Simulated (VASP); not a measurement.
Data:

```
GaNi
1.0
    2.87406     0.00000     0.00000
    0.00000     2.87406     0.00000
    0.00000     0.00000     2.87406
Ga Ni
1 1
Direct
  0.00000   0.00000   0.00000
  0.50000   0.50000   0.50000
```

These are r2SCAN meta-GGA, VASP's PBE PAW potentials (set 64) (plane waves; VASP) values and carry that method's errors. Settings: 480 eV cut-off, 12×12×12 Γ-centred mesh, first-order Methfessel-Paxton smearing of 0.10 eV, potentials Ga_d Ni.

**Question.** What does the run give for the energy per atom (σ→0), band gap (on the k-mesh) with the smallest direct gap where there is one?

**Answer.** 
```
Property                                                     Value
------------------------  ----------------------------------------
band gap (on the k-mesh)  none (metal, semimetal or under 0.01 eV)
energy per atom (σ→0)                              -12.069 eV/atom
```

Total energies compare only between runs with the same potentials, cut-off and functional.

The structure comes from a computed database's GaNi entry (Pm-3m); how it stands against other phases isn't given here. It was relaxed first under an external pressure of 1 GPa. The run is not spin-polarised, so no magnetic state was tried. The electron count is odd and the run is not spin-polarised, which forces a metal.
